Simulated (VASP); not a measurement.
A convergence study with VASP on Dy (hcp): one setting is varied, all else stays as given below, so the limit is that of these other settings.

```xyz
2
Lattice="1.7950 -3.1090 0.0000 1.7950 3.1090 0.0000 0.0000 0.0000 5.6500" Properties=species:S:1:pos:R:3 pbc="T T T"
Dy     1.7950     1.0363     1.4125
Dy     1.7950    -1.0363     4.2375
```

Level of theory: PBE GGA, VASP's PBE PAW potentials (set 64) (plane waves; VASP). The tightest run used: 550 eV cut-off, 17×17×9 Monkhorst-Pack mesh, first-order Methfessel-Paxton smearing of 0.10 eV, potentials Dy_3.

The 4f electrons are frozen in the core of the lanthanide potential, so 4f levels, which can set the real gap, and their magnetism are missing.

```csv
setting,E (eV/atom),pressure (GPa),irreducible k-points
1×1×1 mesh,-5.5432,23.21,1
2×2×1 mesh,-4.4116,0.66,2
3×3×2 mesh,-4.5569,-0.99,3
4×4×2 mesh,-4.5495,0.27,6
5×5×3 mesh,-4.5078,0.49,10
```

Question: These are the cheaper rows. Estimate the results at 17×17×9 mesh, and how far the last row shown lies from them.

Answer: 
```csv
quantity,tightest run,last row shown is off by
E (eV/atom),-4.5314,0.0236
pressure (GPa),0.46,0.03
```

Left out are rungs that failed or repeat a setting and relaxations that didn't move; long series are thinned to 24 rows.

The compound is Dy in the hcp structure. The cell was not relaxed at this level.
